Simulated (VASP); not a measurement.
Output of a VASP run:

File OSZICAR:
```
       N       E                     dE             d eps       ncg     rms          rms(c)
DAV:   1     0.222989760006E+03    0.22299E+03   -0.28561E+04   968   0.124E+03
DAV:   2    -0.156301508171E+03   -0.37929E+03   -0.36318E+03  1256   0.273E+02
DAV:   3    -0.176945730048E+03   -0.20644E+02   -0.20526E+02  1152   0.724E+01
DAV:   4    -0.177303216467E+03   -0.35749E+00   -0.35624E+00  1184   0.993E+00
DAV:   5    -0.177313432535E+03   -0.10216E-01   -0.10211E-01  1128   0.156E+00    0.303E+01
DAV:   6    -0.150228366309E+03    0.27085E+02   -0.53815E+01  1120   0.302E+01    0.170E+01
DAV:   7    -0.141870812690E+03    0.83576E+01   -0.25217E+00  1120   0.893E+00    0.702E+00
DAV:   8    -0.147995313372E+03   -0.61245E+01   -0.51442E+00  1104   0.102E+01    0.396E+00
DAV:   9    -0.143381832053E+03    0.46135E+01   -0.17688E+00  1040   0.712E+00    0.300E-01
DAV:  10    -0.143963758520E+03   -0.58193E+00   -0.59901E-01  1040   0.490E+00    0.553E-01
DAV:  11    -0.143945660906E+03    0.18098E-01   -0.20050E-02  1136   0.972E-01    0.567E-01
DAV:  12    -0.143948950255E+03   -0.32893E-02   -0.29485E-03  1112   0.377E-01    0.495E-01
DAV:  13    -0.143967922803E+03   -0.18973E-01   -0.44814E-02  1008   0.126E+00    0.191E-01
DAV:  14    -0.143982465591E+03   -0.14543E-01   -0.79434E-03  1008   0.596E-01    0.223E-01
DAV:  15    -0.143983624655E+03   -0.11591E-02   -0.34704E-04  1152   0.129E-01    0.196E-01
DAV:  16    -0.143984144397E+03   -0.51974E-03   -0.17668E-04  1112   0.864E-02    0.114E-01
DAV:  17    -0.143984298633E+03   -0.15424E-03   -0.72271E-04  1104   0.124E-01    0.676E-02
DAV:  18    -0.143984262869E+03    0.35764E-04   -0.12077E-04  1080   0.694E-02    0.256E-02
DAV:  19    -0.143984295617E+03   -0.32748E-04   -0.17532E-05  1080   0.363E-02    0.745E-03
DAV:  20    -0.143984315242E+03   -0.19625E-04   -0.57212E-06  1112   0.189E-02    0.341E-03
DAV:  21    -0.143984315743E+03   -0.50159E-06   -0.32708E-07   752   0.441E-03
   1 F= -.14398432E+03 E0= -.14398432E+03  d E =-.528212E-21
```

File OUTCAR:
```
------------------------ aborting loop because EDIFF is reached ----------------------------------------
  FORCE on cell =-STRESS in cart. coord.  units (eV):
  Direction    XX          YY          ZZ          XY          YZ          ZX
  --------------------------------------------------------------------------------------
  Total       -4.3667321     -4.3667324     -4.4641697      0.0000009      0.0000000      0.0000000
  in kB      -48.0855466    -48.0855492    -49.1585094      0.0000103      0.0000000      0.0000000
  external PRESSURE =     -48.4432017 kB  Pullay stress =       0.0000000 kB
  volume of cell :      145.50
      direct lattice vectors                 reciprocal lattice vectors
     7.604540000  0.000000000  0.000000000     0.131500393  0.075921785  0.000000000
    -3.802270000  6.585725000  0.000000000     0.000000000  0.151843571  0.000000000
     0.000000000  0.000000000  2.905200000     0.000000000  0.000000000  0.344210381
 POSITION                                       TOTAL-FORCE (eV/Angst)
 -----------------------------------------------------------------------------------
     -1.37943      5.43289      2.17890        -0.024325      0.010550     -0.000000
      5.18170      1.15283      0.72630         0.024325     -0.010550      0.000000
      2.20980      1.52183      0.72630        -0.021299     -0.015791     -0.000000
      1.59247      5.06390      2.17890         0.021299      0.015791     -0.000000
     -0.21304      2.67466      2.17890         0.003026     -0.026341     -0.000000
      4.01531      3.91106      0.72630        -0.003026      0.026341      0.000000
     -0.00000      4.39049      2.17890        -0.000000     -0.000000     -0.000000
      3.80227      2.19524      0.72630        -0.000000     -0.000000     -0.000000
      4.82329      4.41145      2.17890        -0.021096     -0.013057      0.000000
     -1.02102      2.17428      0.72630         0.021096      0.013057     -0.000000
     -1.40878      6.38282      0.72630         0.000760     -0.024798     -0.000000
      5.21105      0.20291      2.17890        -0.000760      0.024798      0.000000
      1.37247      1.97137      2.17890         0.021856     -0.011741     -0.000000
      2.42980      4.61435      0.72630        -0.021856      0.011741      0.000000
 -----------------------------------------------------------------------------------
    total drift:                                0.000000     -0.000000      0.000000
  FREE ENERGIE OF THE ION-ELECTRON SYSTEM (eV)
  ---------------------------------------------------
  free  energy   TOTEN  =      -143.9843157431 eV

  energy  without entropy=     -143.9843157431  energy(sigma->0) =     -143.98431574
```
(Selected blocks of OUTCAR.)

**POSCAR**
```
Si3N4
1
    7.6045400000     0.0000000000     0.0000000000
   -3.8022700000     6.5857250000     0.0000000000
    0.0000000000     0.0000000000     2.9052000000
Si N
6 8
Direct
  0.2310800000   0.8249500000   0.7500000000
  0.7689200000   0.1750500000   0.2500000000
  0.4061300000   0.2310800000   0.2500000000
  0.5938700000   0.7689200000   0.7500000000
  0.1750500000   0.4061300000   0.7500000000
  0.8249500000   0.5938700000   0.2500000000
  0.3333330000   0.6666670000   0.7500000000
  0.6666670000   0.3333330000   0.2500000000
  0.9691900000   0.6698500000   0.7500000000
  0.0308100000   0.3301500000   0.2500000000
  0.2993400000   0.9691900000   0.2500000000
  0.7006600000   0.0308100000   0.7500000000
  0.3301500000   0.2993400000   0.7500000000
  0.6698500000   0.7006600000   0.2500000000
```

Task: Reconstruct the remaining input files.

Result: One answer among several that fit: the input of the run itself, r2SCAN meta-GGA, plane waves, VASP's PBE PAW potentials (set 64).

### INCAR
```
! general
SYSTEM =Si3N4
PREC   =Accurate
ENCUT  =400   ! plane-wave cut-off (eV)
LREAL  =Auto   ! projection in real space or not
LASPH  =.TRUE.   ! aspherical one-centre terms

! electronic loop
EDIFF  =1E-6
NELM   =100   ! most electronic steps
ALGO   =Normal
LMIXTAU=.TRUE.

! smearing
ISMEAR =0
SIGMA  =0.01   ! width (eV)

! functional
METAGGA=R2SCAN

! ions
ISIF   =2   ! forces and stress, cell fixed

! output
LWAVE  =.FALSE.
LCHARG =.FALSE.
```

**KPOINTS**
```
Automatic mesh
0
Gamma
3 3 6
0 0 0
```

POTCAR, in this order: Si N (PBE.64 set). Program: vasp_std.

At this cut-off the stress carries a Pulay error, which pulls relaxed volumes low.

The structure comes from a computed database's Si3N4 entry; how it stands against other phases isn't given here. The cell was not relaxed at this level. The run is one of a series of settings (GGA removed, LMIXTAU = .TRUE., METAGGA = R2SCAN against the base run), some of them coarse on purpose.
